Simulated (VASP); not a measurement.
All values below come from SCAN meta-GGA, VASP's PBE PAW potentials (set 64) (plane waves; VASP).

A VASP calculation is set up with these files.

POSCAR:
```
C atom
12.0
  1.0000000000   0.0000000000   0.0000000000
  0.0000000000   1.0416666667   0.0000000000
  0.0000000000   0.0000000000   1.0833333333
C
1
Cart
  0.0000000000   0.0000000000   0.0000000000
```

**INCAR**
```
# general
SYSTEM  = C atom
PREC    = Normal
ENCUT   = 520
LREAL   = .FALSE.
LASPH   = .TRUE.
ISYM    = 0

# electronic loop
EDIFF   = 1E-6
NELM    = 200
ALGO    = All
LMIXTAU = .TRUE.

# smearing
ISMEAR  = 0
SIGMA   = 0.01

# functional
METAGGA = SCAN

# spin
ISPIN   = 2
MAGMOM  = 2
NUPDOWN = 2

# output
LWAVE   = .FALSE.
LCHARG  = .FALSE.
LORBIT  = 10
```

**KPOINTS**
```
Automatic mesh
0
gamma
  1 1 1
```

POTCAR, in this order: C (PBE.64 set). Program: vasp_gam. Read from the step before: WAVECAR.

The run wrote:

File OUTCAR:
```
 ion  position               nearest neighbor table
   1  0.000  0.000  0.000-
 Subroutine IBZKPT returns following result:
 Found      1 irreducible k-points:

 Following reciprocal coordinates:
            Coordinates               Weight
  0.000000  0.000000  0.000000      1.000000
   k-points           NKPTS =      1   k-points in BZ     NKDIM =      1   number of bands    NBANDS=      7
   number of dos      NEDOS =    301   number of ions     NIONS =      1
   total plane-waves  NPLWV = 392000
   dimension x,y,z NGX =    70 NGY =   70 NGZ =   80
   dimension x,y,z NGXF=   140 NGYF=  140 NGZF=  160
   ions per type =               1
   PREC   = normal    normal or accurate (medium, high low for compatibility)
   ISTART =      1    job   : 0-new  1-cont  2-samecut
   ICHARG =      0    charge: 1-file 2-atom 10-const
   ISPIN  =      2    spin polarized calculation?
   LNONCOLLINEAR =      F non collinear calculations
   LSORBIT =      F    spin-orbit coupling
   INIWAV =      1    electr: 0-lowe 1-rand  2-diag
   ENCUT  =  520.0 eV  38.22 Ry    6.18 a.u.  22.31 23.24 24.17*2*pi/ulx,y,z
   NELM   =    200;   NELMIN=  2; NELMDL=  0     # of ELM steps
   EDIFF  = 0.1E-05   stopping-criterion for ELM
   LREAL  =      F    real-space projection
   NLSPLINE    = F    spline interpolate recip. space projectors
   LMAXMIX     =    2 max onsite mixed and CHGCAR
   VOSKOWN=      0    Vosko Wilk Nusair interpolation
   EDIFFG = 0.1E-04   stopping-criterion for IOM
   NSW    =      0    number of steps for IOM
   NBLOCK =      1;   KBLOCK =      1    inner block; outer block
   IBRION =     -1    ionic relax: 0-MD 1-quasi-New 2-CG
   NFREE  =      0    steps in history (QN), initial steepest desc. (CG)
   ISIF   =      2    stress and relaxation
   ISYM   =      0    0-nonsym 1-usesym 2-fastsym
   TEIN   =    0.0    initial temperature
   TEBEG  =    0.0;   TEEND  =   0.0 temperature during run
   SMASS  =  -3.00    Nose mass-parameter (am)
   PSTRESS=    0.0 pullay stress
   NELECT =       4.0000    total number of electrons
...
```

OSZICAR:
```
       N       E                     dE             d eps       ncg     rms           ort
SDA:   1    -0.205029748283E+01   -0.20503E+01    0.00000E+00     7   0.353E-01   0.000E+00
CGA:   2    -0.206458981840E+01   -0.14292E-01   -0.14081E-01     7   0.102E-01  -0.237E-02
CGA:   3    -0.242413187462E+01   -0.35954E+00   -0.36027E+00     7   0.114E+00   0.234E-02
SDA:   4    -0.244051341587E+01   -0.16382E-01   -0.17112E-01     7   0.143E+00  -0.801E-01
CGA:   5    -0.248391755354E+01   -0.43404E-01   -0.43309E-01     7   0.554E-01   0.688E-03
CGA:   6    -0.250637664360E+01   -0.22459E-01   -0.22536E-01     7   0.843E-02  -0.406E-03
CGA:   7    -0.250922107269E+01   -0.28444E-02   -0.28770E-02     7   0.184E-02  -0.205E-03
CGA:   8    -0.250984611963E+01   -0.62505E-03   -0.64462E-03     7   0.292E-03   0.578E-05
SDA:   9    -0.250994024679E+01   -0.94127E-04   -0.90117E-04     7   0.940E-04   0.883E-04
SDA:  10    -0.251003404800E+01   -0.93801E-04   -0.65558E-04     7   0.117E-03   0.358E-04
SDA:  11    -0.251009282006E+01   -0.58772E-04   -0.50799E-04     7   0.107E-03   0.490E-04
CGA:  12    -0.251024067906E+01   -0.14786E-03   -0.15057E-03     7   0.566E-03  -0.428E-05
CGA:  13    -0.251154938243E+01   -0.13087E-02   -0.13090E-02     7   0.228E-02   0.270E-04
SDA:  14    -0.251182982295E+01   -0.28044E-03   -0.51189E-03     7   0.118E-02  -0.597E-03
CGA:  15    -0.251231049425E+01   -0.48067E-03   -0.47174E-03     7   0.206E-03   0.843E-05
CGA:  16    -0.251240964386E+01   -0.99150E-04   -0.99530E-04     7   0.281E-04   0.449E-04
CGA:  17    -0.251242394870E+01   -0.14305E-04   -0.14408E-04     7   0.671E-05   0.609E-05
SDA:  18    -0.251245751458E+01   -0.33566E-04   -0.33925E-04     7   0.237E-04  -0.114E-04
 trl  19    -0.251245307454E+01    0.44400E-05    0.11479E-05     7   0.237E-04   0.136E-04
SDA:  20    -0.251245165147E+01    0.58631E-05    0.11479E-05     7   0.574E-05   0.856E-05
 trl  21    -0.251245164979E+01    0.16717E-08   -0.26547E-05     7   0.574E-05   0.574E-05
SDA:  22    -0.251245164893E+01    0.25414E-08   -0.26547E-05     7   0.626E-05   0.574E-05
   1 F= -.25124516E+01 E0= -.25124516E+01  d E =-.323782E-19  mag=     2.0000
```

### OUTCAR
```
------------------------ aborting loop because EDIFF is reached ----------------------------------------
  FORCE on cell =-STRESS in cart. coord.  units (eV):
  Direction    XX          YY          ZZ          XY          YZ          ZX
  --------------------------------------------------------------------------------------
  Total       -0.0017075      0.0014690     -0.0002836      0.0013176     -0.0041496      0.0008940
  in kB       -0.0014029      0.0012070     -0.0002330      0.0010825     -0.0034095      0.0007345
  external PRESSURE =      -0.0001430 kB  Pullay stress =       0.0000000 kB
  volume of cell :     1950.00
      direct lattice vectors                 reciprocal lattice vectors
    12.000000000  0.000000000  0.000000000     0.083333333  0.000000000  0.000000000
     0.000000000 12.500000000  0.000000000     0.000000000  0.080000000  0.000000000
     0.000000000  0.000000000 13.000000000     0.000000000  0.000000000  0.076923077
 POSITION                                       TOTAL-FORCE (eV/Angst)
 -----------------------------------------------------------------------------------
      0.00000      0.00000      0.00000        -0.000499     -0.001032     -0.000113
 -----------------------------------------------------------------------------------
    total drift:                               -0.000499     -0.001032     -0.000113
  FREE ENERGIE OF THE ION-ELECTRON SYSTEM (eV)
  ---------------------------------------------------
  free  energy   TOTEN  =        -2.5124516489 eV

  energy  without entropy=       -2.5124516489  energy(sigma->0) =       -2.51245165

 total charge

# of ion       s       p       d       tot
------------------------------------------
    1        1.042   0.972   0.000   2.014

 magnetization (x)

# of ion       s       p       d       tot
------------------------------------------
    1        0.036   0.972   0.000   1.008
```
(Selected blocks of OUTCAR.)

### OUTCAR
```
 val. band max:       -6.5308042320   @ k =   0.0000   0.0000   0.0000

 cond. band min:      -4.9367227949   @ k =   0.0000   0.0000   0.0000


 Fermi energy:        -6.4567943311

 spin component 1

 k-point     1 :       0.0000    0.0000    0.0000
  band No.  band energies     occupation
      1     -15.1674      1.00000
      2      -6.5412      1.00000
      3      -6.5308      1.00000
      4      -4.9367      0.00000
      5      -0.0248      0.00000
      6       0.8822      0.00000
      7       0.8775      0.00000

 Fermi energy:       -11.8651468411

 spin component 2

 k-point     1 :       0.0000    0.0000    0.0000
  band No.  band energies     occupation
      1     -11.9266      1.00000
      2      -4.3148      0.00000
      3      -2.1662      0.00000
      4      -2.1654      0.00000
      5       0.1368      0.00000
      6       0.9939      0.00000
      7       1.0368      0.00000
```

The atom may not be in its lowest state.

The cell is a free atom in a box.
